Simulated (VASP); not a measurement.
Output of a VASP run:

**OSZICAR**
```
       N       E                     dE             d eps       ncg     rms          rms(c)
DAV:   1     0.779952255803E+02    0.77995E+02   -0.81668E+03  1092   0.118E+03
DAV:   2    -0.930354768555E+01   -0.87299E+02   -0.85225E+02  1388   0.177E+02
DAV:   3    -0.143140884501E+02   -0.50105E+01   -0.49805E+01  1476   0.468E+01
DAV:   4    -0.143974510473E+02   -0.83363E-01   -0.83247E-01  1406   0.698E+00
DAV:   5    -0.143996902520E+02   -0.22392E-02   -0.22385E-02  1580   0.104E+00    0.756E+00
DAV:   6    -0.142989064319E+02    0.10078E+00   -0.21191E-01  1224   0.275E+00    0.471E+00
DAV:   7    -0.142863087913E+02    0.12598E-01   -0.36600E-01  1314   0.365E+00    0.580E-01
DAV:   8    -0.142837621040E+02    0.25467E-02   -0.21066E-02  1278   0.940E-01    0.138E-01
DAV:   9    -0.142840151409E+02   -0.25304E-03   -0.85200E-04  1518   0.250E-01    0.722E-02
DAV:  10    -0.142840594864E+02   -0.44345E-04   -0.58300E-05  1466   0.697E-02    0.315E-02
DAV:  11    -0.142840785629E+02   -0.19077E-04   -0.34728E-05  1284   0.658E-02    0.701E-03
DAV:  12    -0.142840789140E+02   -0.35103E-06   -0.13269E-06  1014   0.751E-03
   1 F= -.14284079E+02 E0= -.14284079E+02  d E =-.142841E+02
       N       E                     dE             d eps       ncg     rms          rms(c)
DAV:   1    -0.142841718505E+02   -0.93288E-04   -0.11627E-02  1296   0.652E-01    0.859E-02
DAV:   2    -0.142842223354E+02   -0.50485E-04   -0.85252E-04  1416   0.198E-01    0.303E-02
DAV:   3    -0.142841986880E+02    0.23647E-04   -0.34595E-05  1404   0.446E-02    0.171E-02
DAV:   4    -0.142841917795E+02    0.69086E-05   -0.27785E-05  1374   0.359E-02    0.330E-03
DAV:   5    -0.142841918631E+02   -0.83605E-07   -0.42915E-06  1116   0.143E-02
   2 F= -.14284192E+02 E0= -.14284192E+02  d E =-.112949E-03
```

File OUTCAR:
```
------------------------ aborting loop because EDIFF is reached ----------------------------------------
  FORCE on cell =-STRESS in cart. coord.  units (eV):
  Direction    XX          YY          ZZ          XY          YZ          ZX
  --------------------------------------------------------------------------------------
  Total       -0.0143434      0.0273768     -0.0768974      0.0000000      0.0000000      0.0000000
  in kB       -0.2536749      0.4841827     -1.3599953      0.0000000      0.0000000      0.0000000
  external PRESSURE =      -0.3764958 kB  Pullay stress =       0.0000000 kB
  volume of cell :       90.59
      direct lattice vectors                 reciprocal lattice vectors
     1.697884554 -5.638203491  0.000000000     0.294484097 -0.088680730  0.000000000
     1.697884554  5.638203491  0.000000000     0.294484097  0.088680730  0.000000000
     0.000000000  0.000000000  4.731575713     0.000000000  0.000000000  0.211346084
 POSITION                                       TOTAL-FORCE (eV/Angst)
 -----------------------------------------------------------------------------------
      1.69788      4.56010      4.30502         0.000000      0.000959     -0.004062
      1.69788      1.07810      1.93923         0.000000     -0.000959     -0.004062
      1.69788     -1.07810      2.79235         0.000000      0.000959      0.004062
      1.69788     -4.56010      0.42656         0.000000     -0.000959      0.004062
 -----------------------------------------------------------------------------------
    total drift:                               -0.000000      0.000000     -0.000000
  FREE ENERGIE OF THE ION-ELECTRON SYSTEM (eV)
  ---------------------------------------------------
  free  energy   TOTEN  =       -14.2841918631 eV

  energy  without entropy=      -14.2841918631  energy(sigma->0) =      -14.28419186

 reached required accuracy - stopping structural energy minimisation
```
(Selected blocks of OUTCAR.)

File POSCAR:
```
P
1
    1.6960303352    -5.6399426135    -0.0000000000
    1.6960303352     5.6399426135     0.0000000000
    0.0000000000    -0.0000000000     4.7312679663
P
4
Direct
  0.0956701492   0.9043298508   0.9095846254
  0.4043298508   0.5956701492   0.4095846254
  0.5956701492   0.4043298508   0.5904153746
  0.9043298508   0.0956701492   0.0904153746
```

**Question.** Reconstruct the remaining input files.

**Answer.** This is not unique; one that fits is the input of the run itself, vdW-DF2, plane waves, VASP's PBE PAW potentials (set 64).

### INCAR
```
AGGAC  =  0.0
ALGO  =  Normal
EDIFF  =  1E-6
EDIFFG  =  -0.02
ENCUT  =  520
GGA  =  ML
IBRION  =  2
ISIF  =  3
ISMEAR  =  0
LASPH  =  .True.
LCHARG  =  .False.
LREAL  =  .False.
LUSE_VDW  =  .True.
LWAVE  =  .False.
NELM  =  100
NSW  =  60
PREC  =  Accurate
SIGMA  =  0.05
SYSTEM  =  P
ZAB_VDW  =  -1.8867
```

**KPOINTS**
```
Automatic mesh
0
Gamma
6 6 4
0 0 0
```

POTCAR, in this order: P (PBE.64 set). Program: vasp_std.

The compound is P in the black structure. This run relaxes it. Symmetry was kept, so distortions that lower it aren't found. The start is the result of an earlier pass.
